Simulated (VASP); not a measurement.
# linear Pd chain, spacing 2.395 A: fixed spin moments

Aim: the energy of linear Pd chain, spacing 2.395 A as a function of its total moment.

Method: PBE, spin-polarised from a ferromagnetic start; plane waves and PAW (Pd), in the first sound run; inputs show where later runs differ, in VASP 6.6.1.

## (1) Starting point

The cell holds 1 atom: 1 Pd. Cell: a = 12.000 Å, b = 12.000 Å, c = 2.395 Å, α = 90.0°, β = 90.0°, γ = 90.0°. model lattice. Vacuum lies along a and b. The structure's axis is c.

As a file:

```
Pd
1.0
    12.00000    0.00000    0.00000
     0.00000   12.00000    0.00000
     0.00000    0.00000    2.39500
Pd
1
Direct
  0.50000 0.50000 0.00000
```

## (2) Free moment

The unconstrained run shows the moment that this start leads to, and gives an energy to count from.

The input, INCAR:

```
SYSTEM = Pd
PREC = Normal
ENCUT = 350
EDIFF = 1E-06
NELM = 150
ISMEAR = 1
SIGMA = 0.1
LREAL = .FALSE.
ALGO = Normal
GGA = PE
NBANDS = 11
ISPIN = 2
MAGMOM = 1
LMAXMIX = 4
LORBIT = 11
LWAVE = .FALSE.
LCHARG = .FALSE.
KPAR = 2
AMIX = 0.2
BMIX = 1E-04
AMIX_MAG = 0.8
BMIX_MAG = 1E-04
NEDOS = 1500
```

The input, POSCAR:

```
Pd
1.0
   12.0000000000      0.0000000000      0.0000000000
    0.0000000000     12.0000000000      0.0000000000
    0.0000000000      0.0000000000      2.3950000000
Pd
1
Direct
    0.5000000000      0.5000000000      0.0000000000
```

The input, KPOINTS:

```
Automatic mesh
0
Gamma
1 1 25
0 0 0
```

The projector-augmented-wave data sets are Pd (PBE family, release 64).

Command:

```console
> mpirun -np 2 vasp_std
```

What it wrote:

```text
[banner, memory and clock lines left out]
running    2 mpi-ranks, on    1 nodes
 distrk:  each k-point on    1 cores,    2 groups
 distr:  one band on    1 cores,    1 groups

 POSCAR found type information on POSCAR Pd
 POSCAR found :  1 types and       1 ions
 LDA part: xc-table for (Slater+PW92), standard interpolation
 POSCAR, INCAR and KPOINTS ok, starting setup
 FFT: planning ... GRIDC
 FFT: planning ... GRID_SOFT
 FFT: planning ... GRID
 WAVECAR not read
 entering main loop
       N       E                     dE             d eps       ncg     rms          rms(c)
DAV:   1     0.655895070704E+02    0.65590E+02   -0.21073E+03   572   0.400E+02
DAV:   2     0.172594064994E+01   -0.63864E+02   -0.56566E+02  1039   0.704E+01
DAV:   3    -0.268941758449E+01   -0.44154E+01   -0.42510E+01   685   0.353E+01
DAV:   4    -0.273289600230E+01   -0.43478E-01   -0.43278E-01   672   0.394E+00
DAV:   5    -0.273605085801E+01   -0.31549E-02   -0.22155E-02   708   0.707E-01    0.423E+00
DAV:   6    -0.273955722501E+01   -0.35064E-02   -0.16090E-02   647   0.793E-01    0.300E+00
DAV:   7    -0.271945149688E+01    0.20106E-01   -0.10686E-02   632   0.729E-01    0.191E+00
DAV:   8    -0.270767970142E+01    0.11772E-01   -0.10269E-02   596   0.629E-01    0.719E-01
DAV:   9    -0.270804343298E+01   -0.36373E-03   -0.21700E-03   624   0.281E-01    0.225E-01
DAV:  10    -0.270808476587E+01   -0.41333E-04   -0.39836E-04   581   0.132E-01    0.133E-01
DAV:  11    -0.270801182000E+01    0.72946E-04   -0.11235E-04   575   0.679E-02    0.694E-02
DAV:  12    -0.270807300958E+01   -0.61190E-04   -0.68910E-05   581   0.504E-02    0.425E-02
DAV:  13    -0.270808231946E+01   -0.93099E-05   -0.38645E-06   623   0.139E-02    0.397E-02
DAV:  14    -0.270809592311E+01   -0.13604E-04   -0.38485E-06   620   0.143E-02    0.399E-02
DAV:  15    -0.270811379985E+01   -0.17877E-04   -0.11180E-05   575   0.243E-02    0.403E-02
DAV:  16    -0.270811375625E+01    0.43603E-07   -0.12696E-04   572   0.847E-02    0.374E-02
DAV:  17    -0.270772452498E+01    0.38923E-03   -0.60028E-04   578   0.173E-01    0.981E-02
DAV:  18    -0.270559557718E+01    0.21289E-02   -0.46769E-03   572   0.527E-01    0.615E-02
DAV:  19    -0.270765045356E+01   -0.20549E-02   -0.24478E-04   578   0.128E-01    0.318E-02
DAV:  20    -0.270772438705E+01   -0.73933E-04   -0.59299E-05   584   0.546E-02    0.475E-02
DAV:  21    -0.270785889487E+01   -0.13451E-03   -0.27657E-05   572   0.491E-02    0.385E-02
DAV:  22    -0.270785957444E+01   -0.67957E-06   -0.86203E-07   578   0.534E-03
   1 F= -.27078596E+01 E0= -.27081384E+01  d E =0.836475E-03  mag=     0.4198
```

Wall time 27 s (2 MPI ranks of AMD EPYC 7R43, shared host); peak memory 0.41 GiB; 52 s of CPU time.

The logs omit lines about the potential files and the build; timing stands in the text.

From OUTCAR (step 2):

```text
ion  position               nearest neighbor table
   1  0.500  0.500  0.000-

  LATTYP: Found a simple tetragonal cell.
 ALAT       =    12.0000000000
 C/A-ratio  =     0.1995833333

 Subroutine GETGRP returns: Found 16 space group operations
 (whereof 16 operations were pure point group operations)

The static configuration has the point symmetry D_4h.

 Found     13 irreducible k-points:

   k-points           NKPTS =     13   k-points in BZ     NKDIM =     13   number of bands    NBANDS=     11

   dimension x,y,z NGX =    56 NGY =   56 NGZ =   12
   dimension x,y,z NGXF=   112 NGYF=  112 NGZF=   24

   ENCUT  =  350.0 eV  25.72 Ry    5.07 a.u.  18.31 18.31  3.65*2*pi/ulx,y,z

   NELECT =      10.0000    total number of electrons

 k-points in reciprocal lattice and weights: Automatic mesh
   0.00000000  0.00000000  0.00000000       0.040
   0.00000000  0.00000000  0.04000000       0.080
   0.00000000  0.00000000  0.08000000       0.080
   0.00000000  0.00000000  0.12000000       0.080
   0.00000000  0.00000000  0.16000000       0.080
   0.00000000  0.00000000  0.20000000       0.080
   0.00000000  0.00000000  0.24000000       0.080
   0.00000000  0.00000000  0.28000000       0.080
   0.00000000  0.00000000  0.32000000       0.080
   0.00000000  0.00000000  0.36000000       0.080
   0.00000000  0.00000000  0.40000000       0.080
   0.00000000  0.00000000  0.44000000       0.080
   0.00000000  0.00000000  0.48000000       0.080

 average (electrostatic) potential at core
       1 -84.2056

 E-fermi :  -4.6985

 spin component 1
 k-point     1 :       0.0000    0.0000    0.0000
  band No.  band energies     occupation
      1      -9.6161      1.00000
      2      -6.2044      1.00000
      3      -6.2042      1.00000
      4      -5.4417      1.00000
      5      -4.6953      0.47276
      6      -4.6953      0.47276
      7      -1.4609      0.00000
      8      -1.4609      0.00000
      9       0.3632      0.00000
    ...

 k-point     2 :       0.0000    0.0000    0.0400
  band No.  band energies     occupation
    ...
      2      -6.1929      1.00000
      3      -6.1927      1.00000
      4      -5.4093      1.00000
      5      -4.7886      1.01154
      6      -4.7886      1.01154
      7      -1.3770      0.00000
      8      -1.3770      0.00000
      9       0.4045      0.00000
     10       1.1088      0.00000
     11       1.7065      0.00000

 k-point     3 :       0.0000    0.0000    0.0800
  band No.  band energies     occupation
    ...
      2      -6.1594      1.00000
      3      -6.1593      1.00000
      4      -5.3117      1.00000
      5      -5.0418      1.00001
      6      -5.0418      1.00001
      7      -1.1467      0.00000
      8      -1.1467      0.00000
      9       0.5285      0.00000
     10       1.2330      0.00000
     11       1.8449      0.00000

 k-point     4 :       0.0000    0.0000    0.1200
  band No.  band energies     occupation
    ...
      2      -6.1055      1.00000
      3      -6.1054      1.00000
      4      -5.3989      1.00000
      5      -5.3989      1.00000
      6      -5.1477      1.00000
      7      -0.8103      0.00000
      8      -0.8103      0.00000
      9       0.7351      0.00000
     10       1.4400      0.00000
     11       2.0547      0.00000

 k-point     5 :       0.0000    0.0000    0.1600
  band No.  band energies     occupation
    ...
      2      -6.0341      1.00000
      3      -6.0340      1.00000
      4      -5.8086      1.00000
      5      -5.8086      1.00000
      6      -4.9135      1.00478
      7      -0.3966      0.00000
      8      -0.3966      0.00000
      9       1.0245      0.00000
     10       1.7298      0.00000
     11       2.3397      0.00000

 k-point     6 :       0.0000    0.0000    0.2000
  band No.  band energies     occupation
      1      -7.8131      1.00000
      2      -6.2338      1.00000
      3      -6.2338      1.00000
      4      -5.9491      1.00000
      5      -5.9491      1.00000
      6      -4.6014     -0.02185
      7       0.0812      0.00000
      8       0.0812      0.00000
      9       1.3966      0.00000
     10       2.1026      0.00000
    ...

  Total       -0.0601196     -0.0601196      0.4680586      0.0000000      0.0000000     -0.0000000
  in kB       -0.2792920     -0.2792920      2.1744170      0.0000000      0.0000000     -0.0000000
  external PRESSURE =       0.5386110 kB  Pullay stress =       0.0000000 kB

  energy-cutoff  :      350.00
  volume of cell :      344.88
      direct lattice vectors                 reciprocal lattice vectors
    12.000000000  0.000000000  0.000000000     0.083333333  0.000000000  0.000000000
     0.000000000 12.000000000  0.000000000     0.000000000  0.083333333  0.000000000
     0.000000000  0.000000000  2.395000000     0.000000000  0.000000000  0.417536534

 POSITION                                       TOTAL-FORCE (eV/Angst)
 -----------------------------------------------------------------------------------
      6.00000      6.00000      0.00000         0.000000      0.000000      0.000000
 -----------------------------------------------------------------------------------
    total drift:                                0.000000      0.000000      0.000000

  FREE ENERGIE OF THE ION-ELECTRON SYSTEM (eV)
  ---------------------------------------------------
  free  energy   TOTEN  =        -2.7078595744 eV

  energy  without entropy=       -2.7086960497  energy(sigma->0) =       -2.70813840

 total charge
# of ion       s       p       d       tot
------------------------------------------
    1        0.434   0.152   8.617   9.203

 magnetization (x)
# of ion       s       p       d       tot
------------------------------------------
    1        0.007   0.000   0.414   0.421

[... 6 further parts left out ...]
```

This step gave:

```
electronic cycles                                 : 22
electrons                                         : 10
free energy (TOTEN)                               : -2.708 eV
energy at zero smearing                           : -2.708 eV
Fermi energy                                      : -4.699 eV
moment of the cell, from the last line of the log : 0.4198 μB
labelled metallic, from the levels on this mesh   : yes
DOS at the Fermi level                            : 2.294 states/eV/cell
```

Spin moment in the PAW sphere by atom:

| atom | spin moment in the PAW sphere (μB) |
| --- | --- |
| Pd1 | 0.421 |

The density of states has structure finer than the step of the table below, so its rows give means over 0.5 eV, whole bins alone (the curve runs from -5.91 to 6.31 eV). Peaks (eV: height): total up -3.36: 2.03, -1.51: 4.13, -1.12: 3.50, -0.72: 4.96; total down -2.97: 2.39, -1.56: 1.95, -1.26: 3.59, -0.63: 4.49; Pd s up -0.68: 0.464, -0.24: 0.308, 0.11: 0.374, 0.50: 0.290; Pd s down -0.63: 0.430, -0.38: 0.275, -0.14: 0.292, 0.15: 0.328; Pd p up 3.28: 0.297, 3.53: 0.399, 4.41: 0.354, 5.14: 0.403.

Means over bins of 0.049 eV. The density of states by energy, zero at the Fermi level; means over each step; 7 of 8 lines; values in states/eV/cell:

| energy (eV) | total up | total down | Pd s up | Pd s down | Pd p up | Pd p down | Pd d up |
| --- | --- | --- | --- | --- | --- | --- | --- |
| -5.5 | 0 | 0 | 0 | 0 | 0 | 0 | 0 |
| -5.0 | 0.240 | 0.0449 | 0.0340 | 0.00637 | 7.2e-4 | 5.7e-5 | 0.219 |
| -4.5 | 0.244 | 0.372 | 0.0288 | 0.0542 | 0.00574 | 0.00399 | 0.215 |
| -4.0 | 0.172 | 0.185 | 0.0158 | 0.0200 | 0.00797 | 0.00714 | 0.148 |
| -3.5 | 0.776 | 0.179 | 0.00932 | 0.0147 | 0.00803 | 0.0115 | 0.714 |
| -3.0 | 0.839 | 1.08 | 0.00815 | 0.00941 | 0.0194 | 0.0181 | 0.769 |
| -2.5 | 0.767 | 0.717 | 0.00298 | 0.00162 | 0.0266 | 0.0142 | 0.699 |
| -2.0 | 0.478 | 0.548 | 2.1e-4 | 0.00205 | 0.0179 | 0.0187 | 0.412 |
| -1.5 | 2.00 | 1.21 | 2.8e-4 | 2.6e-4 | 0.0152 | 0.0279 | 1.82 |
| -1.0 | 2.67 | 2.46 | 0.0397 | 0.00620 | 0.0243 | 0.0239 | 2.43 |
| -0.5 | 1.72 | 2.58 | 0.247 | 0.241 | 0.0246 | 0.0237 | 1.18 |
| 0.0 | 1.16 | 1.05 | 0.171 | 0.167 | 0.0157 | 0.0241 | 0.812 |
| 0.5 | 0.191 | 0.821 | 0.0763 | 0.0960 | 0.0150 | 0.0162 | 0.00552 |
| 1.0 | 0.181 | 0.181 | 0.0722 | 0.0715 | 0.0251 | 0.0247 | 0.00133 |
| 1.5 | 0.137 | 0.0712 | 0.0485 | 0.0228 | 0.0299 | 0.0141 | 2.9e-5 |
| 2.0 | 0.0456 | 0.114 | 0.0149 | 0.0400 | 0.00918 | 0.0248 | 1.0e-5 |
| 2.5 | 0.179 | 0.178 | 0.0495 | 0.0493 | 0.0548 | 0.0553 | 0.00191 |
| 3.0 | 0.135 | 0.0946 | 1.7e-4 | 9.6e-6 | 0.0261 | 0.0170 | 4.9e-4 |
| 3.5 | 0.866 | 0.911 | 0.0357 | 0.0344 | 0.204 | 0.210 | 0.0182 |
| 4.0 | 0.421 | 0.385 | 3.0e-4 | 7.6e-5 | 0.0659 | 0.0574 | 0.0206 |
| 4.5 | 0.551 | 0.519 | 0.0179 | 0.0175 | 0.144 | 0.137 | 0.0261 |
| 5.0 | 0.794 | 0.796 | 0.0125 | 0.0122 | 0.147 | 0.142 | 0.0190 |
| 5.5 | 0.673 | 0.743 | 0.00851 | 0.00861 | 0.0410 | 0.0533 | 0.0193 |
| 6.0 | 1.05 | 1.03 | 0.00592 | 0.00577 | 0.0463 | 0.0447 | 0.0231 |

The density of states is cut at 6.3 eV, since the bands computed begin to run out above.

A later run of this session, with the moment fixed at 0 μB, lies 6 meV a cell lower, so the state shown here isn't the ground state.

## (3) Fixed spin moment, fixed moment 0

This step: PBE, spin-polarised, total moment fixed; plane waves and PAW (Pd) (VASP 6.6.1).

NUPDOWN fixes the difference of up and down electrons.

INCAR, as its differences from that of step 2:

```diff
@@ -12,3 +12,3 @@
 ISPIN = 2
-MAGMOM = 1
+MAGMOM = 0
 LMAXMIX = 4
@@ -22,2 +22,2 @@
 BMIX_MAG = 1E-04
-NEDOS = 1500
+NUPDOWN = 0
```

POSCAR is that of step 2.

KPOINTS is that of step 2.

Command:

```console
> mpirun -np 2 vasp_std
```

What it wrote:

```text
[... set-up lines as in an earlier step ...]
 entering main loop
       N       E                     dE             d eps       ncg     rms          rms(c)
DAV:   1     0.655245751399E+02    0.65525E+02   -0.22355E+03   572   0.425E+02
DAV:   2     0.165835371066E+01   -0.63866E+02   -0.56368E+02  1036   0.700E+01
DAV:   3    -0.272617814969E+01   -0.43845E+01   -0.41053E+01   688   0.350E+01
DAV:   4    -0.277348885106E+01   -0.47311E-01   -0.47183E-01   683   0.404E+00
DAV:   5    -0.277470676032E+01   -0.12179E-02   -0.12586E-02   692   0.662E-01    0.359E+00
DAV:   6    -0.274920013383E+01    0.25507E-01   -0.35198E-03   656   0.412E-01    0.287E+00
DAV:   7    -0.271481788615E+01    0.34382E-01   -0.41443E-02   605   0.142E+00    0.406E-01
DAV:   8    -0.271442027998E+01    0.39761E-03   -0.59145E-04   602   0.151E-01    0.304E-01
DAV:   9    -0.271405936364E+01    0.36092E-03   -0.34856E-04   590   0.130E-01    0.264E-02
DAV:  10    -0.271407062147E+01   -0.11258E-04   -0.13225E-05   632   0.257E-02    0.175E-02
DAV:  11    -0.271407106266E+01   -0.44119E-06   -0.67833E-07   646   0.639E-03
   1 F= -.27140711E+01 E0= -.27140524E+01  d E =-.558629E-04  mag=    -0.0000
```

Elapsed: 14 s, on 2 MPI ranks; peak memory 0.39 GiB.

OUTCAR, selected parts (step 3):

```text
The static configuration has the point symmetry D_4h.

 Found     13 irreducible k-points:

   NELECT =      10.0000    total number of electrons

 E-fermi :  -4.6553

 spin component 1
 k-point     1 :       0.0000    0.0000    0.0000
  band No.  band energies     occupation
      1      -9.5500      1.00000
      2      -6.1345      1.00000
      3      -6.1343      1.00000
      4      -5.4116      1.00000
      5      -4.4980     -0.02434
      6      -4.4980     -0.02434
      7      -1.4546      0.00000
      8      -1.4546      0.00000
      9       0.3582      0.00000
    ...

 k-point     2 :       0.0000    0.0000    0.0400
  band No.  band energies     occupation
      1      -9.4713      1.00000
      2      -6.1230      1.00000
      3      -6.1228      1.00000
      4      -5.3793      1.00000
      5      -4.5945      0.07644
      6      -4.5945      0.07644
      7      -1.3685      0.00000
      8      -1.3685      0.00000
      9       0.3995      0.00000
    ...

 k-point     3 :       0.0000    0.0000    0.0800
  band No.  band energies     occupation
    ...
      2      -6.0893      1.00000
      3      -6.0892      1.00000
      4      -5.2820      1.00000
      5      -4.8545      1.00818
      6      -4.8545      1.00818
      7      -1.1341      0.00000
      8      -1.1341      0.00000
      9       0.5235      0.00000
     10       1.2235      0.00000
     11       1.8475      0.00000

 k-point     4 :       0.0000    0.0000    0.1200
  band No.  band energies     occupation
    ...
      2      -6.0351      1.00000
      3      -6.0350      1.00000
      4      -5.2186      1.00000
      5      -5.2186      1.00000
      6      -5.1184      1.00000
      7      -0.7947      0.00000
      8      -0.7947      0.00000
      9       0.7301      0.00000
     10       1.4305      0.00000
     11       2.0514      0.00000

  Total       -0.0981892     -0.0981892      0.1240802      0.0000000      0.0000000      0.0000000
  in kB       -0.4561485     -0.4561485      0.5764281      0.0000000      0.0000000      0.0000000
  external PRESSURE =      -0.1119563 kB  Pullay stress =       0.0000000 kB

  FREE ENERGIE OF THE ION-ELECTRON SYSTEM (eV)
  ---------------------------------------------------
  free  energy   TOTEN  =        -2.7140710627 eV

  energy  without entropy=       -2.7140151997  energy(sigma->0) =       -2.71405244

 total charge
# of ion       s       p       d       tot
------------------------------------------
    1        0.436   0.154   8.610   9.199

 magnetization (x)
# of ion       s       p       d       tot
------------------------------------------
    1        0.000   0.000  -0.000  -0.000

[... 9 parts as in an earlier step ...]

[... 9 further parts left out ...]
```

This step gave:

```
electronic cycles   : 11
free energy (TOTEN) : -2.714 eV
```

The spin moment in the PAW sphere vanishes on all atoms.

Energy at zero smearing: -2.71405 eV.

(Part 1 of 2 ends here.)

[Lines on the potential files, build, host, timing and source positions are cut from VASP's logs without a mark.]

[Logs are printed without paths, hosts, clocks, repeated set-up lines and the standing remarks that a program may print on its own settings, such as how far it seeks lower states.]

[Hosts, paths, dates, database ids (printed as entryN), source tags and the programs' standing remarks are cut or masked in the printed files.]

[In band tables of VASP the shares of atoms and orbitals are scaled to a sum of 1 inside the atoms' spheres.]

[Runs that stopped without an error message from VASP are left out.]
